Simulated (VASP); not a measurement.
A run of VASP 6.6.1 is set up as follows.

The input INCAR:

```
ALGO     = Normal         # electronic algorithm
EDIFF    = 1E-6           # SCF threshold, eV
ENCUT    = 520            # plane-wave cutoff, eV
ISIF     = 2              # what is computed and relaxed
ISMEAR   = 0              # smearing method
KPAR     = 4            
LASPH    = T              # aspherical terms in the spheres
LCHARG   = F              # write CHGCAR
LMIXTAU  = T            
LREAL    = F              # projectors in reciprocal space
LWAVE    = F              # write WAVECAR
METAGGA  = R2SCAN         # meta-GGA
NBANDS   = 31             # bands
NELM     = 150            # most SCF steps
PREC     = Accurate       # precision mode
SIGMA    = 0.03           # smearing width, eV
```

Contents of KPOINTS:

```
k-points
0
Gamma
  6 6 4
```

The input POSCAR:

```
Mg3CdSe2O2                              
1.0
    4.1332138045      0.0000000000      0.0000000000
    0.0000000000      4.1332138045      0.0000000000
   -0.0000000000      0.0000000000     10.2905912655
  Mg              Cd              Se              O             
     3     1     2     2
Direct
     0.5000000000000000    0.0000000000000000    0.4965397427326522
     0.0000000000000000    0.5000000000000000    0.5034602572673479
     0.5000000000000000    0.5000000000000000    0.0000000000000000
     0.0000000000000000    0.0000000000000000    0.0000000000000000
     0.5000000000000000    0.0000000000000000    0.1602807087323248
     0.0000000000000000    0.5000000000000000    0.8397192912676752
     0.0000000000000000    0.0000000000000000    0.5000000000000000
     0.5000000000000000    0.5000000000000000    0.5000000000000000
```

Potentials or basis: VASP PAW PBE potentials, release 64 (Mg, Cd, Se, O).

Command:

```sh
$ cat potpaw_PBE.64/Mg/POTCAR potpaw_PBE.64/Cd/POTCAR potpaw_PBE.64/Se/POTCAR potpaw_PBE.64/O/POTCAR > POTCAR
$ mpirun -np 4 vasp_std > vasp.out
```

Task: Estimate the pressure.

Result: -1.9 GPa.

Task: Predict the largest force.

Result: 0.276 eV/Å.

Task: What does it give for the band gap on the k mesh?

Result: 1.30 eV, direct.

Forces in eV/Å, atoms in the order of the input:
```
Mg   0.000  0.000  0.008
Mg   0.000  0.000 -0.008
Mg   0.000  0.000  0.000
Cd   0.000  0.000  0.000
Se   0.000  0.000 -0.276
Se   0.000  0.000  0.276
O    0.000  0.000  0.000
O    0.000  0.000  0.000
```

Caveat: the PAW data sets were made with another functional, which shifts forces and pressure a little. A k mesh can miss the band edges.
